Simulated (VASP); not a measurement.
OSZICAR of a VASP run on Y2Si (space group P4/nmm):

OSZICAR:
```
       N       E                     dE             d eps       ncg     rms          rms(c)
DAV:   1     0.208327766015E+03    0.20833E+03   -0.18805E+04   396   0.103E+03
DAV:   2    -0.110486960647E+02   -0.21938E+03   -0.21520E+03   414   0.280E+02
DAV:   3    -0.354466572924E+02   -0.24398E+02   -0.23947E+02   640   0.537E+01
DAV:   4    -0.375052806146E+02   -0.20586E+01   -0.20358E+01   561   0.164E+01
DAV:   5    -0.376037447680E+02   -0.98464E-01   -0.98260E-01   553   0.317E+00    0.420E+01
DAV:   6    -0.352568871460E+02    0.23469E+01   -0.81109E+00   516   0.102E+01    0.296E+01
DAV:   7    -0.353185755467E+02   -0.61688E-01   -0.50626E+00   497   0.846E+00    0.494E+00
DAV:   8    -0.351593911752E+02    0.15918E+00   -0.23141E+00   432   0.477E+00    0.589E+00
DAV:   9    -0.351573061472E+02    0.20850E-02   -0.19899E-01   489   0.160E+00    0.106E+00
DAV:  10    -0.351519835837E+02    0.53226E-02   -0.64840E-02   475   0.116E+00    0.637E-01
DAV:  11    -0.351512744088E+02    0.70917E-03   -0.97115E-03   457   0.527E-01    0.299E-01
DAV:  12    -0.351511092268E+02    0.16518E-03   -0.13258E-03   552   0.171E-01    0.127E-01
DAV:  13    -0.351510975738E+02    0.11653E-04   -0.36699E-04   529   0.958E-02    0.244E-02
DAV:  14    -0.351511017106E+02   -0.41368E-05   -0.26827E-05   576   0.217E-02    0.228E-02
DAV:  15    -0.351511005933E+02    0.11173E-05   -0.58921E-06   441   0.129E-02    0.658E-03
DAV:  16    -0.351511004528E+02    0.14055E-06   -0.41411E-06   369   0.909E-03
   1 F= -.35151100E+02 E0= -.35025592E+02  d E =-.251018E+00
       N       E                     dE             ncg
       N       E                     dE             ncg
       N       E                     dE             ncg
       N       E                     dE             ncg
       N       E                     dE             ncg
       N       E                     dE             ncg
       N       E                     dE             ncg
       N       E                     dE             ncg
       N       E                     dE             ncg
```

Task: Which electronic solver shows in the log?

Result: It is blocked Davidson (ALGO = Normal, or the opening steps of other solvers). The INCAR had ALGO = Normal.

Task: Can the final energy be trusted as converged?

Result: The run converged. It stopped with EDIFF = 1E-6, NELM = 100 (PBE GGA, plane waves, VASP's PBE PAW potentials (set 64)).

The structure was generated: Y2Si was put into an ordered model structure, which need not be its known phase. The cell was not relaxed at this level. The k-mesh is coarse (spacing up to 0.42 per Å, 2π included), so the numbers may not be converged in it.
